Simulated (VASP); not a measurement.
Consider the following.

```
Sc
1.0
    1.64374    -2.84704     0.00000
    1.64374     2.84704     0.00000
    0.00000     0.00000     5.10569
Sc
2
Direct
  0.33333   0.66667   0.25000
  0.66667   0.33333   0.75000
```

Computed with PBE GGA with D4 dispersion, VASP's PBE PAW potentials (set 64) (plane waves; VASP). Numerical set-up: 520 eV cut-off, Gaussian smearing of 0.050 eV, potentials Sc_sv.

Question: Give the energies of bands 9 to 14 at the high-symmetry points, in eV from the Fermi level.

Answer: 
```
band      Γ      M      K      A      L      H
----  -----  -----  -----  -----  -----  -----
9     -5.19  -1.64  -0.72  -3.60  -1.52  -0.43
10    -1.67  -1.10  -0.72  -3.60  -1.52  -0.43
11     0.70  -0.71  -0.63   1.01   0.07  -0.14
12     1.62  -0.34  -0.54   1.01   0.07  -0.14
13     1.62   1.35   1.05   1.53   1.33   0.29
14     1.91   1.35   1.05   1.53   1.33   0.29
```

It has no gap at this level: it comes out as a metal or semimetal.

The compound is Sc in the hcp structure. It was relaxed first.
